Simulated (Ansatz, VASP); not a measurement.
# Al32O47 (V_O) in two plane-wave programs

Wanted: the spread between two codes on one cell, functional and k mesh. The cell is taken from a series of runs on this material, whose earlier steps may have relaxed, scaled, displaced or heated it; both programs get it as it stands.

Program: Ansatz 0.2.0. Level of theory: plane waves, with VASP 6.6.1 beside it; single point at PBE0 form with 20 % exact exchange with an exact-exchange share of 0.2. Results are calculated unless marked as measured.

### 1. The structure

The cell holds 79 atoms: 32 Al and 47 O. Cell: a = 10.278 Å, b = 10.278 Å, c = 10.278 Å, α = 55.3°, β = 55.3°, γ = 55.3°. It derives from Al2O3 (Al2O3 (R-3c)). Nearest the centre at fractional (0.625, 0.278, 0.472): Al17 at 1.76 Å, Al2 at 1.77 Å, Al24 at 1.99 Å, Al23 at 1.99 Å, O79 at 2.51 Å, O40 at 2.51 Å, O65 at 2.62 Å, O42 at 2.62 Å.

As a file:

```cif
data_structure
_symmetry_space_group_name_H-M 'P 1'
_symmetry_Int_Tables_number 1
_cell_length_a 10.2781
_cell_length_b 10.2781
_cell_length_c 10.2781
_cell_angle_alpha 55.345
_cell_angle_beta 55.345
_cell_angle_gamma 55.345
_cell_volume 684.72
loop_
_atom_site_label
_atom_site_type_symbol
_atom_site_fract_x
_atom_site_fract_y
_atom_site_fract_z
_atom_site_occupancy
Al1 Al 0.32394 0.32472 0.32470 1
Al2 Al 0.43670 0.41941 0.42767 1
Al3 Al 0.07367 0.07395 0.07407 1
Al4 Al 0.17317 0.17765 0.17722 1
Al5 Al 0.32343 0.32419 0.82432 1
Al6 Al 0.42549 0.42575 0.92688 1
Al7 Al 0.07405 0.07349 0.57429 1
Al8 Al 0.17563 0.17562 0.67642 1
Al9 Al 0.32370 0.82416 0.32392 1
Al10 Al 0.42577 0.92611 0.42614 1
Al11 Al 0.07347 0.57307 0.07484 1
Al12 Al 0.17621 0.67507 0.17683 1
Al13 Al 0.32378 0.82315 0.82444 1
Al14 Al 0.42550 0.92541 0.92668 1
Al15 Al 0.07650 0.57269 0.57226 1
Al16 Al 0.17602 0.67584 0.67596 1
Al17 Al 0.81293 0.32221 0.33053 1
Al18 Al 0.92573 0.42520 0.42518 1
Al19 Al 0.57306 0.07398 0.07475 1
Al20 Al 0.67624 0.17555 0.17601 1
Al21 Al 0.82391 0.32377 0.82379 1
Al22 Al 0.92598 0.42599 0.92576 1
Al23 Al 0.57357 0.07171 0.57524 1
Al24 Al 0.67612 0.17466 0.67818 1
Al25 Al 0.82420 0.82303 0.32416 1
Al26 Al 0.92625 0.92558 0.42572 1
Al27 Al 0.57382 0.57371 0.07410 1
Al28 Al 0.67587 0.67580 0.17620 1
Al29 Al 0.82419 0.82322 0.82449 1
Al30 Al 0.92589 0.92546 0.92675 1
Al31 Al 0.57344 0.57389 0.57436 1
Al32 Al 0.67662 0.67516 0.67592 1
O33 O 0.22140 0.02803 0.37525 1
O34 O 0.47174 0.12512 0.27822 1
O35 O 0.02601 0.37530 0.22323 1
O36 O 0.37429 0.22201 0.02808 1
O37 O 0.12484 0.27738 0.47253 1
O38 O 0.27788 0.47164 0.12537 1
O39 O 0.22234 0.02775 0.87500 1
O40 O 0.47308 0.12589 0.77595 1
O41 O 0.02828 0.37466 0.72187 1
O42 O 0.37620 0.22039 0.52822 1
O43 O 0.12458 0.27798 0.97215 1
O44 O 0.27923 0.47112 0.62488 1
O45 O 0.22368 0.52668 0.37460 1
O46 O 0.47251 0.62515 0.27744 1
O47 O 0.02772 0.87475 0.22210 1
O48 O 0.37492 0.72171 0.02806 1
O49 O 0.12510 0.77776 0.47192 1
O50 O 0.27717 0.97261 0.12501 1
O51 O 0.22197 0.52780 0.87516 1
O52 O 0.47201 0.62433 0.77815 1
O53 O 0.02734 0.87490 0.72216 1
O54 O 0.37461 0.72220 0.52818 1
O55 O 0.12484 0.77751 0.97239 1
O56 O 0.27782 0.97151 0.62548 1
O57 O 0.72169 0.02858 0.37545 1
O58 O 0.97045 0.12503 0.27878 1
O59 O 0.52918 0.37414 0.22162 1
O60 O 0.87507 0.22172 0.02771 1
O61 O 0.77717 0.47246 0.12476 1
O62 O 0.72167 0.02715 0.87602 1
O63 O 0.97186 0.12442 0.77840 1
O64 O 0.52799 0.37446 0.72131 1
O65 O 0.87349 0.22168 0.52952 1
O66 O 0.62490 0.27752 0.97190 1
O67 O 0.77794 0.47169 0.62478 1
O68 O 0.72051 0.52828 0.37577 1
O69 O 0.97180 0.62453 0.27827 1
O70 O 0.52764 0.87499 0.22233 1
O71 O 0.87476 0.72184 0.02820 1
O72 O 0.62479 0.77800 0.47239 1
O73 O 0.77767 0.97175 0.12558 1
O74 O 0.72204 0.52757 0.87492 1
O75 O 0.97251 0.62489 0.77730 1
O76 O 0.52801 0.87389 0.72275 1
O77 O 0.87539 0.72182 0.52789 1
O78 O 0.62484 0.77835 0.97155 1
O79 O 0.77661 0.97394 0.62401 1
```

### 2. VASP: single point, PBE0 form with 20 % exact exchange with an exact-exchange share of 0.2

A single point gives forces, pressure and levels at one fixed geometry, so differences don't come from the geometry; what else differs is listed under the comparison.

Lines of VASP's logs that name or quote its potential files are left out, and so is its time.

The run reads the wave functions of an earlier VASP run, which isn't shown here.

Contents of INCAR:

```
SYSTEM = Al32O47
PREC = Accurate
ENCUT = 520
EDIFF = 1E-06
NELM = 100
ISMEAR = 0
SIGMA = 0.01
LREAL = Auto
ALGO = Normal
LHFCALC = .TRUE.
AEXX = 0.2
GGA = PE
LASPH = .TRUE.
NBANDS = 244
PRECFOCK = Fast
LORBIT = 11
LWAVE = .FALSE.
LCHARG = .FALSE.
ISIF = 2
```

Contents of POSCAR:

```
Al32O47
1.0
    4.7733054486      2.7558691857      8.6752445018
   -4.7733054486      2.7558691857      8.6752445018
    0.0000000000     -5.5117383714      8.6752445018
Al O
32 47
Direct
    0.3239400000      0.3247200000      0.3247000000
    0.4367000000      0.4194100000      0.4276700000
    0.0736700000      0.0739500000      0.0740700000
    0.1731700000      0.1776500000      0.1772200000
    0.3234300000      0.3241900000      0.8243200000
    0.4254900000      0.4257500000      0.9268800000
    0.0740500000      0.0734900000      0.5742900000
    0.1756300000      0.1756200000      0.6764200000
    0.3237000000      0.8241600000      0.3239200000
    0.4257700000      0.9261100000      0.4261400000
    0.0734700000      0.5730700000      0.0748400000
    0.1762100000      0.6750700000      0.1768300000
    0.3237800000      0.8231500000      0.8244400000
    0.4255000000      0.9254100000      0.9266800000
    0.0765000000      0.5726900000      0.5722600000
    0.1760200000      0.6758400000      0.6759600000
    0.8129300000      0.3222100000      0.3305300000
    0.9257300000      0.4252000000      0.4251800000
    0.5730600000      0.0739800000      0.0747500000
    0.6762400000      0.1755500000      0.1760100000
    0.8239100000      0.3237700000      0.8237900000
    0.9259800000      0.4259900000      0.9257600000
    0.5735700000      0.0717100000      0.5752400000
    0.6761200000      0.1746600000      0.6781800000
    0.8242000000      0.8230300000      0.3241600000
    0.9262500000      0.9255800000      0.4257200000
    0.5738200000      0.5737100000      0.0741000000
    0.6758700000      0.6758000000      0.1762000000
    0.8241900000      0.8232200000      0.8244900000
    0.9258900000      0.9254600000      0.9267500000
    0.5734400000      0.5738900000      0.5743600000
    0.6766200000      0.6751600000      0.6759200000
    0.2214000000      0.0280300000      0.3752500000
    0.4717400000      0.1251200000      0.2782200000
    0.0260100000      0.3753000000      0.2232300000
    0.3742900000      0.2220100000      0.0280800000
    0.1248400000      0.2773800000      0.4725300000
    0.2778800000      0.4716400000      0.1253700000
    0.2223400000      0.0277500000      0.8750000000
    0.4730800000      0.1258900000      0.7759500000
    0.0282800000      0.3746600000      0.7218700000
    0.3762000000      0.2203900000      0.5282200000
    0.1245800000      0.2779800000      0.9721500000
    0.2792300000      0.4711200000      0.6248800000
    0.2236800000      0.5266800000      0.3746000000
    0.4725100000      0.6251500000      0.2774400000
    0.0277200000      0.8747500000      0.2221000000
    0.3749200000      0.7217100000      0.0280600000
    0.1251000000      0.7777600000      0.4719200000
    0.2771700000      0.9726100000      0.1250100000
    0.2219700000      0.5278000000      0.8751600000
    0.4720100000      0.6243300000      0.7781500000
    0.0273400000      0.8749000000      0.7221600000
    0.3746100000      0.7222000000      0.5281800000
    0.1248400000      0.7775100000      0.9723900000
    0.2778200000      0.9715100000      0.6254800000
    0.7216900000      0.0285800000      0.3754500000
    0.9704500000      0.1250300000      0.2787800000
    0.5291800000      0.3741400000      0.2216200000
    0.8750700000      0.2217200000      0.0277100000
    0.7771700000      0.4724600000      0.1247600000
    0.7216700000      0.0271500000      0.8760200000
    0.9718600000      0.1244200000      0.7784000000
    0.5279900000      0.3744600000      0.7213100000
    0.8734900000      0.2216800000      0.5295200000
    0.6249000000      0.2775200000      0.9719000000
    0.7779400000      0.4716900000      0.6247800000
    0.7205100000      0.5282800000      0.3757700000
    0.9718000000      0.6245300000      0.2782700000
    0.5276400000      0.8749900000      0.2223300000
    0.8747600000      0.7218400000      0.0282000000
    0.6247900000      0.7780000000      0.4723900000
    0.7776700000      0.9717500000      0.1255800000
    0.7220400000      0.5275700000      0.8749200000
    0.9725100000      0.6248900000      0.7773000000
    0.5280100000      0.8738900000      0.7227500000
    0.8753900000      0.7218200000      0.5278900000
    0.6248400000      0.7783500000      0.9715500000
    0.7766100000      0.9739400000      0.6240100000
```

Contents of KPOINTS:

```
Automatic mesh
0
Gamma
1 1 1
0 0 0
```

PAW data sets: Al and O (PBE family, release 64).

Started as:

```
export OMP_NUM_THREADS=4
mpirun -np 1 vasp_gam
```

Numbers of over 12 decimals in the logs are rounded to 6 here.

The log of the run:

```text
[banner, memory and clock lines left out]
running    1 mpi-ranks, on    1 nodes
[...]
Offloading initialized ...    1 GPUs detected
[...]
LDA part: xc-table for (Slater+PW92), standard interpolation
 found WAVECAR, reading the header
 POSCAR, INCAR and KPOINTS ok, starting setup
[...]
reading WAVECAR
 the WAVECAR file was read successfully
 initial charge from wavefunction
 entering main loop
       N       E                     dE             d eps       ncg     rms          rms(c)
DAV:   1    -0.713351578116E+03   -0.71335E+03   -0.10705E+01   576   0.686E+00    0.267E+01
DAV:   2    -0.713447916711E+03   -0.96339E-01   -0.40316E-01   600   0.139E+00    0.213E+01
DAV:   3    -0.713431473522E+03    0.16443E-01   -0.22909E-02   576   0.303E-01    0.141E+01
DAV:   4    -0.713426432154E+03    0.50414E-02   -0.32471E-03   576   0.119E-01    0.856E+00
[...]
DAV:  10    -0.713423727456E+03    0.56968E-05   -0.28149E-06   432   0.443E-03    0.354E-01
DAV:  11    -0.713423726276E+03    0.11798E-05   -0.12750E-06   368   0.322E-03    0.207E-01
DAV:  12    -0.713423726370E+03   -0.94253E-07   -0.44910E-07   320   0.186E-03
   1 F= -.71342373E+03 E0= -.71342373E+03  d E =-.106585E-18
```

Parts of OUTCAR (step 2):

```text
  FREE ENERGIE OF THE ION-ELECTRON SYSTEM (eV)
  ---------------------------------------------------
  free  energy   TOTEN  =      -713.4237263701 eV

  energy  without entropy=     -713.4237263701  energy(sigma->0) =     -713.42372637
```

The run ends at a pressure of -1.62 GPa, with forces up to 0.085 eV/Å.

(Continued in part 2 of 2.)

[Lines on the potential files, build, host, timing and source positions are cut from VASP's logs without a mark.]

[Logs are printed without paths, hosts, clocks, repeated set-up lines and the standing remarks that a program may print on its own settings, such as how far it seeks lower states.]

[Hosts, paths, dates, database ids (printed as entryN), source tags and the programs' standing remarks are cut or masked in the printed files.]
